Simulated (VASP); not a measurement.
# MgCd2S3 (P3m1) in VASP: further runs

Aim: see how the results for MgCd2S3 move with the level of theory and the settings. Levels: PBE, r2SCAN. Tasks: relaxation of cell and atoms, single point.

All numbers are computed with VASP 6.6.1; they aren't measurements. Logs are shortened: lines on timing, memory, paths and dates and some standing lists are left out, and cuts for length are marked.

### Step 1. Starting point

Symmetry: P3m1, No. 156, trigonal system. Conventional cell: a = 4.146 Å, b = 4.146 Å, c = 10.118 Å, α = 90.00°, β = 90.00°, γ = 120.00°. Around Mg (site symmetry 3m) lie 4 S at 2.46 to 2.50 Å. Cd (site symmetry 3m) is surrounded by 4 S at 2.56 Å. Cd (site symmetry 3m) is surrounded by 4 S at 2.56 to 2.57 Å. Around S (site symmetry 3m) lie 1 Mg at 2.46 Å and 3 Cd at 2.56 Å. S (site symmetry 3m) has 3 Mg at 2.50 Å and 1 Cd at 2.57 Å as nearest neighbours. S (site symmetry 3m) has 4 Cd at 2.56 Å as nearest neighbours.

The cell was built by a generator and needn't be a form met in nature.

### Step 2. Relaxation of cell and atoms, PBE

Contents of INCAR:

```
  PREC = Accurate
  ENCUT = 520
  EDIFF = 1E-6
  ISMEAR = 0
  SIGMA = 0.03
  LREAL = F
  LASPH = T
  NELM = 120
  ALGO = Normal
  ISIF = 3
  LWAVE = F
  LCHARG = F
  GGA = PE
  IBRION = 2
  NSW = 90
  EDIFFG = -0.01
  KPAR = 4
```

Contents of KPOINTS:

```
Automatic mesh
0
Gamma
  8 8 4
```

Contents of POSCAR:

```
MgCd2S3
1.0
    4.1461986200      0.0000000000      0.0000000000
   -2.0730993100      3.5907133300      0.0000000000
    0.0000000000      0.0000000000     10.1180000000
Mg Cd S
1 2 3
Direct
    0.0000000000      0.0000000000      0.9976279900
    0.3333333300      0.6666666700      0.3298082600
    0.6666666700      0.3333333300      0.6722672500
    0.0000000000      0.0000000000      0.2407590400
    0.6666666700      0.3333333300      0.9262700100
    0.3333333300      0.6666666700      0.5831191900
```

Potentials or basis: VASP PAW PBE potentials, release 64 (Mg, Cd, S).

Run with:

```bash
$ cat potpaw_PBE.64/Mg/POTCAR potpaw_PBE.64/Cd/POTCAR potpaw_PBE.64/S/POTCAR > POTCAR
$ mpirun -np 4 vasp_std > vasp.out
```

OUTCAR:

```text
PREC = Accurate
   ENCUT = 520
   EDIFF = 1E-6
   ISMEAR = 0
   LREAL = F
   LASPH = T
   NELM = 120
   ISIF = 3
   GGA = PE
   IBRION = 2
   NSW = 90
   EDIFFG = -0.01

 ion  position               nearest neighbor table
   1  0.000  0.000  0.998-   4 2.46   5 2.50   5 2.50   5 2.50
   2  0.333  0.667  0.330-   4 2.56   4 2.56   4 2.56   6 2.56
   3  0.667  0.333  0.672-   6 2.56   6 2.56   6 2.56   5 2.57
   4  0.000  0.000  0.241-   1 2.46   2 2.56   2 2.56   2 2.56
   5  0.667  0.333  0.926-   1 2.50   1 2.50   1 2.50   3 2.57
   6  0.333  0.667  0.583-   3 2.56   3 2.56   3 2.56   2 2.56

  LATTYP: Found a hexagonal cell.
 ALAT       =     4.1461986200
 C/A-ratio  =     2.4403075992

  Lattice vectors:

 A1 = (   4.1461986200,   0.0000000000,   0.0000000000)
 A2 = (  -2.0730993100,   3.5907133300,   0.0000000000)
 A3 = (   0.0000000000,   0.0000000000,  10.1180000000)

Analysis of symmetry for initial positions (statically):
=====================================================================
 Subroutine PRICEL returns:
 Original cell was already a primitive cell.

 Routine SETGRP: Setting up the symmetry group for a
 hexagonal supercell.

 Subroutine GETGRP returns: Found  6 space group operations
 (whereof  6 operations were pure point group operations)
 out of a pool of 24 trial point group operations.

The static configuration has the point symmetry C_3v.

Analysis of symmetry for dynamics (positions and initial velocities):
=====================================================================
 Subroutine PRICEL returns:
 Original cell was already a primitive cell.

 Routine SETGRP: Setting up the symmetry group for a
 hexagonal supercell.

 Subroutine GETGRP returns: Found  6 space group operations
 (whereof  6 operations were pure point group operations)
 out of a pool of 24 trial point group operations.

The dynamic configuration has the point symmetry C_3v.

 Subroutine INISYM returns: Found  6 space group operations
 (whereof  6 operations are pure point group operations),
 and found     1 'primitive' translations

----------------------------------------------------------------------------------------

                                     Primitive cell

  volume of cell :     150.6349

  direct lattice vectors                    reciprocal lattice vectors
     4.146198620  0.000000000  0.000000000     0.241184780  0.139248098  0.000000000
    -2.073099310  3.590713330  0.000000000     0.000000000  0.278496195  0.000000000
     0.000000000  0.000000000 10.118000000     0.000000000  0.000000000  0.098833762

  length of vectors
     4.146198620  4.146198616 10.118000000     0.278496195  0.278496195  0.098833762

  position of ions in fractional coordinates (direct lattice)
     0.000000000  0.000000000  0.997627990
     0.333333330  0.666666670  0.329808260
     0.666666670  0.333333330  0.672267250
     0.000000000  0.000000000  0.240759040
     0.666666670  0.333333330  0.926270010
     0.333333330  0.666666670  0.583119190

  ion indices of the primitive-cell ions
   primitive index   ion index
                 1           1
                 2           2
                 3           3
                 4           4
                 5           5
                 6           6

----------------------------------------------------------------------------------------

 KPOINTS: Automatic mesh

Automatic generation of k-mesh.
 Grid dimensions read from file:
 generate k-points for:    8    8    4

 Generating k-lattice:

  Cartesian coordinates                     Fractional coordinates (reciprocal lattice)
     0.030148097  0.017406012  0.000000000     0.125000000  0.000000000  0.000000000
     0.000000000  0.034812024  0.000000000     0.000000000  0.125000000  0.000000000
     0.000000000  0.000000000  0.024708440     0.000000000  0.000000000  0.250000000

  Length of vectors
     0.034812024  0.034812024  0.024708440

  Shift w.r.t. Gamma in fractional coordinates (k-lattice)
     0.000000000  0.000000000  0.000000000

 Subroutine IBZKPT returns following result:
 ===========================================

 Found     35 irreducible k-points:

 Following reciprocal coordinates:
            Coordinates               Weight
  0.000000  0.000000  0.000000      1.000000
  0.125000 -0.000000  0.000000      6.000000
  0.250000 -0.000000  0.000000      6.000000
  0.375000 -0.000000  0.000000      6.000000
  0.500000 -0.000000  0.000000      3.000000
  0.125000  0.125000  0.000000      6.000000
[... 16 lines left out ...]
 -0.125000  0.500000  0.250000     12.000000
  0.250000  0.250000  0.250000     12.000000
 [... further k-points ...]
   k-points           NKPTS =     35   k-points in BZ     NKDIM =     35   number of bands    NBANDS=     26
   number of dos      NEDOS =    301   number of ions     NIONS =      6
   total plane-waves  NPLWV =  81920
   dimension x,y,z NGX =    32 NGY =   32 NGZ =   80
   dimension x,y,z NGXF=    64 NGYF=   64 NGZF=  160
   ions per type =               1   2   3
   NGX,Y,Z   is equivalent  to a cutoff of  12.83, 12.83, 13.14 a.u.
   NGXF,Y,Z  is equivalent  to a cutoff of  25.66, 25.66, 26.29 a.u.
 SYSTEM =  unknown system
   PREC   = accura    normal or accurate (medium, high low for compatibility)
   ISTART =      0    job   : 0-new  1-cont  2-samecut
   ICHARG =      2    charge: 1-file 2-atom 10-const
   ISPIN  =      1    spin polarized calculation?
   LNONCOLLINEAR =      F non collinear calculations
   LSORBIT =      F    spin-orbit coupling
   LASPH  =      T    aspherical Exc in radial PAW
   ENCUT  =  520.0 eV  38.22 Ry    6.18 a.u.   7.71  7.71 18.81*2*pi/ulx,y,z
   NELM   =    120;   NELMIN=  2; NELMDL= -5     # of ELM steps
   EDIFF  = 0.1E-05   stopping-criterion for ELM
   LREAL  =      F    real-space projection
   EDIFFG = -.1E-01   stopping-criterion for IOM
   NSW    =     90    number of steps for IOM
   IBRION =      2    ionic relax: 0-MD 1-quasi-New 2-CG
   NFREE  =      1    steps in history (QN), initial steepest desc. (CG)
   ISIF   =      3    stress and relaxation
   ISYM   =      2    0-nonsym 1-usesym 2-fastsym
   POTIM  = 0.5000    time-step for ionic-motion
   TEBEG  =    0.0;   TEEND  =   0.0 temperature during run
   PSTRESS=    0.0 pullay stress
   NELECT =      44.0000    total number of electrons
   NUPDOWN=      -1.0000    fix difference up-down
   EMIN   =  10.00;   EMAX   =-10.00  energy-range for DOS
   EFERMI =   0.00;   METHOD = LEGACY
   ISMEAR =     0;   SIGMA  =   0.03  broadening in eV -4-tet -1-fermi 0-gaus
   EFERMI_NEDOS =   21; number of points for ismear=-14 and -15
   IALGO  =     38    algorithm
   IMIX   =      4    mixing-type and parameters
     AMIX     =   0.40;   BMIX     =  1.00
     AMIX_MAG =   1.60;   BMIX_MAG =  1.00
  volume/ion in A,a.u.               =      25.11       169.42
  Fermi-wavevector in a.u.,A,eV,Ry     =   1.086219  2.052655 16.053116  1.179871
  Thomas-Fermi vector in A             =   2.222350
   LORBIT       =      0    0 simple, 1 ext, 2 COOP (PROOUT), +10 PAW based schemes
   GGA     = PE    functional components
   LHFCALC =     F    Hartree Fock is set to
   AEXX    =    0.0000 exact exchange contribution
   IVDW    =     0    specifies the selected vdW correction
   LEPSILON=     F    determine dielectric tensor
   LRPA    =     F    only Hartree local field effects (RPA)
 conjugate gradient relaxation of ions
 non-spin polarized calculation
 Gauss-broadening in eV      SIGMA  =   0.03
  energy-cutoff  :      520.00
  volume of cell :      150.63
 maximum number of plane-waves:      4088
 NGX is ok and might be reduce to    32
   NGX = 15   NGY = 15   NGZ = 37

--------------------------------------- Ionic step        1  -------------------------------------------

 number of electron      44.0000000 magnetization

 Free energy of the ion-electron system (eV)
  ---------------------------------------------------
  ext. energy  EPLUGINS =         0.00000000
  ---------------------------------------------------
  free energy    TOTEN  =       -20.73967858 eV

  energy without entropy =      -20.73967858  energy(sigma->0) =      -20.73967858

------------------------ aborting loop because EDIFF is reached ----------------------------------------

  FORCE on cell =-STRESS in cart. coord.  units (eV):
  Direction    XX          YY          ZZ          XY          YZ          ZX
  --------------------------------------------------------------------------------------
  -------------------------------------------------------------------------------------
  Total       -0.0613341     -0.0613341      0.0939964      0.0000000     -0.0000000      0.0000000
  in kB       -0.6523600     -0.6523600      0.9997610      0.0000000     -0.0000000      0.0000000
  external PRESSURE =      -0.1016530 kB  Pullay stress =       0.0000000 kB

 VOLUME and BASIS-vectors are now :
 -----------------------------------------------------------------------------
  energy-cutoff  :      520.00
  volume of cell :      150.63
      direct lattice vectors                 reciprocal lattice vectors
     4.146198620  0.000000000  0.000000000     0.241184780  0.139248098  0.000000000
    -2.073099310  3.590713330  0.000000000     0.000000000  0.278496195  0.000000000
     0.000000000  0.000000000 10.118000000     0.000000000  0.000000000  0.098833762
[... 241 lines left out ...]
 POSITION                                       TOTAL-FORCE (eV/Angst)
 -----------------------------------------------------------------------------------
     -0.00000     -0.00000     10.10296         0.000000     -0.000000      0.010822
     -0.00000      2.39244      3.33895         0.000000     -0.000000      0.003891
      2.07191      1.19622      6.80764        -0.000000      0.000000      0.003908
     -0.00000     -0.00000      2.43924         0.000000     -0.000000      0.000763
      2.07191      1.19622      9.37981        -0.000000      0.000000     -0.011259
     -0.00000      2.39244      5.90567        -0.000000      0.000000     -0.008125
 -----------------------------------------------------------------------------------
    total drift:                               -0.000001      0.000001      0.001617

  FREE ENERGIE OF THE ION-ELECTRON SYSTEM (eV)
  ---------------------------------------------------
  free  energy   TOTEN  =       -20.7397822547 eV

  energy  without entropy=      -20.7397822547  energy(sigma->0) =      -20.73978225

--------------------------------------- Ionic step        8  -------------------------------------------

 number of electron      44.0000000 magnetization

 Free energy of the ion-electron system (eV)
  ---------------------------------------------------
  ext. energy  EPLUGINS =         0.00000000
  ---------------------------------------------------
  free energy    TOTEN  =       -20.73979699 eV

  energy without entropy =      -20.73979699  energy(sigma->0) =      -20.73979699

 E-fermi :   1.2244     XC(G=0):  -8.7357

 val. band max:        1.0800627315   @ k =   0.0000   0.0000   0.0000
 cond. band min:       2.6012050142   @ k =   0.0000   0.0000   0.0000
 fundamental gap:      1.5211422827
 Fermi energy:         1.2244404752

 k-point     1 :       0.0000    0.0000    0.0000
  band No.  band energies     occupation
      1     -10.8975      2.00000
      2     -10.6302      2.00000
      3     -10.4146      2.00000
      4      -6.3834      2.00000
      5      -6.3834      2.00000
      6      -6.3141      2.00000
[... 18 lines left out ...]
     25       4.9062      0.00000
     26       7.6311      0.00000
[... 644 lines left out ...]
      4      -6.2676      2.00000
      5      -6.2153      2.00000
      6      -6.2058      2.00000
[... 18 lines left out ...]
     25       6.1144      0.00000
     26       6.6533      0.00000

 [... further k-points ...]

------------------------ aborting loop because EDIFF is reached ----------------------------------------

  FORCE on cell =-STRESS in cart. coord.  units (eV):
  Direction    XX          YY          ZZ          XY          YZ          ZX
  --------------------------------------------------------------------------------------
  -------------------------------------------------------------------------------------
  Total       -0.0045146     -0.0045146      0.0072605     -0.0000000     -0.0000000      0.0000000
  in kB       -0.0480361     -0.0480361      0.0772534     -0.0000000     -0.0000000      0.0000000
  external PRESSURE =      -0.0062729 kB  Pullay stress =       0.0000000 kB

 VOLUME and BASIS-vectors are now :
 -----------------------------------------------------------------------------
  energy-cutoff  :      520.00
  volume of cell :      150.58
      direct lattice vectors                 reciprocal lattice vectors
     4.143396533 -0.000000000 -0.000000000     0.241347887  0.139342268  0.000000000
    -2.071698267  3.588286652  0.000000000     0.000000000  0.278684536  0.000000000
     0.000000000 -0.000000000 10.127826588    -0.000000000 -0.000000000  0.098737868

 POSITION                                       TOTAL-FORCE (eV/Angst)
 -----------------------------------------------------------------------------------
     -2.07170      3.58829     10.10445         0.000000     -0.000000      0.008253
     -0.00000      2.39219      3.33945         0.000000     -0.000000      0.003401
      2.07170      1.19610      6.80847         0.000000      0.000000      0.001785
      0.00000     -0.00000      2.43953        -0.000000      0.000000      0.000919
      2.07170      1.19610      9.38013        -0.000000      0.000000     -0.007934
     -0.00000      2.39219      5.90583         0.000000      0.000000     -0.006425
 -----------------------------------------------------------------------------------
    total drift:                               -0.000001      0.000001      0.000608

  FREE ENERGIE OF THE ION-ELECTRON SYSTEM (eV)
  ---------------------------------------------------
  free  energy   TOTEN  =       -20.7397969864 eV

  energy  without entropy=      -20.7397969864  energy(sigma->0) =      -20.73979699

 reached required accuracy - stopping structural energy minimisation
```

It took 95 s on 4 MPI ranks of Intel Xeon Platinum 8488C (Sapphire Rapids), shared host; peak memory 0.35 GiB.

What came out:

```
Free energy                            : -20.7398 eV
Relaxed volume                         : 25.10 Å³/atom
Relaxed cell                           : a = 4.143 Å, b = 4.143 Å, c = 10.128 Å, α = 90.00°, β = 90.00°, γ = 120.00°
Space group after relaxing (to 0.05 Å) : P3m1 (No. 156)
Energy gained by relaxing              : 0.0 meV/atom
Ionic steps                            : 8
Pressure after relaxing                : 0.0 GPa
Largest force after relaxing           : 0.008 eV/Å
Band gap on the k mesh                 : 1.52 eV, direct
```

Forces in eV/Å, atoms in the order of the input:
```
Mg   0.000  0.000  0.008
Cd   0.000  0.000  0.003
Cd   0.000  0.000  0.002
S    0.000  0.000  0.001
S    0.000  0.000 -0.008
S    0.000  0.000 -0.006
```

The path:
```csv
step,energy change (eV),largest force (eV/Å),pressure (GPa),volume (Å³)
1,0.0000,0.0197,-0.01,150.63
2,-0.0001,0.0108,0.00,150.60
3,-0.0001,0.0119,0.00,150.59
4,-0.0001,0.0117,0.00,150.59
5,-0.0001,0.0109,0.00,150.60
6,-0.0001,0.0111,0.00,150.60
7,-0.0001,0.0113,0.00,150.59
8,-0.0001,0.0083,0.00,150.58
```

Final structure:
```
Mg Cd S
1.0
     4.14340    0.00000    0.00000
    -2.07170    3.58829    0.00000
     0.00000    0.00000   10.12783
Mg Cd S
1 2 3
Direct
  0.00000 0.00000 0.99769
  0.33333 0.66667 0.32973
  0.66667 0.33333 0.67225
  0.00000 0.00000 0.24087
  0.66667 0.33333 0.92617
  0.33333 0.66667 0.58313
```

A k mesh can miss the band edges. Expect the measured gap to be larger: semilocal functionals such as PBE lack the derivative discontinuity.

[end of part 1 of 2]
